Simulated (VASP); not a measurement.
VASP input:

File KPOINTS:
```
Automatic mesh
0
Gamma
5 5 5
0 0 0
```

INCAR:
```
SYSTEM = InSb
PREC = Accurate
ENCUT = 400
EDIFF = 1E-6
NELM = 100
ALGO = Normal
LREAL = .FALSE.
LASPH = .TRUE.
ISMEAR = 0
SIGMA = 0.05
GGA = PE
LMAXMIX = 4
LWAVE = .FALSE.
LCHARG = .FALSE.
ISIF = 2
```

File POSCAR:
```
InSb
1
    3.3048000000     0.0000000000     3.3048000000
    0.0000000000     3.3048000000     3.3048000000
    3.3048000000     3.3048000000     0.0000000000
In Sb
1 1
Direct
  0.0000000000   0.0000000000   0.0000000000
  0.2500000000   0.2500000000   0.2500000000
```

POTCAR, in this order: In_d Sb (PBE.64 set). Program: vasp_std.

Output of the run:

standard output:
```
 -----------------------------------------------------------------------------
|                                                                             |
|     EEEEEEE  RRRRRR   RRRRRR   OOOOOOO  RRRRRR      ###     ###     ###     |
|     E        R     R  R     R  O     O  R     R     ###     ###     ###     |
|     E        R     R  R     R  O     O  R     R     ###     ###     ###     |
|     EEEEE    RRRRRR   RRRRRR   O     O  RRRRRR       #       #       #      |
|     E        R   R    R   R    O     O  R   R                               |
|     E        R    R   R    R   O     O  R    R      ###     ###     ###     |
|     EEEEEEE  R     R  R     R  OOOOOOO  R     R     ###     ###     ###     |
|                                                                             |
|     ERROR: the triple product of the basis vectors is negative exchange     |
|     two basis vectors                                                       |
|                                                                             |
|       ---->  I REFUSE TO CONTINUE WITH THIS SICK JOB ... BYE!!! <----       |
|                                                                             |
 -----------------------------------------------------------------------------
```

Problem. Read the log: what went wrong, and how is it fixed?

Solution. The cause: the lattice vectors form a left-handed set. VASP stops with an error: ERROR: the triple product of the basis vectors is negative exchange two basis vectors ----> I REFUSE TO CONTINUE WITH THIS SICK JOB ... BYE!!! <---- To mend it, correct POSCAR.
### POSCAR
```
InSb
1
    0.0000000000     3.3048000000     3.3048000000
    3.3048000000     0.0000000000     3.3048000000
    3.3048000000     3.3048000000     0.0000000000
In Sb
1 1
Direct
  0.0000000000   0.0000000000   0.0000000000
  0.2500000000   0.2500000000   0.2500000000
```
The mended run (PBE GGA, plane waves, VASP's PBE PAW potentials (set 64)) converges, and its OSZICAR ends with
```
   1 F= -.69010976E+01 E0= -.69007890E+01  d E =-.617049E-03
```

The compound is InSb in the zinc blende structure. The cell was not relaxed at this level.
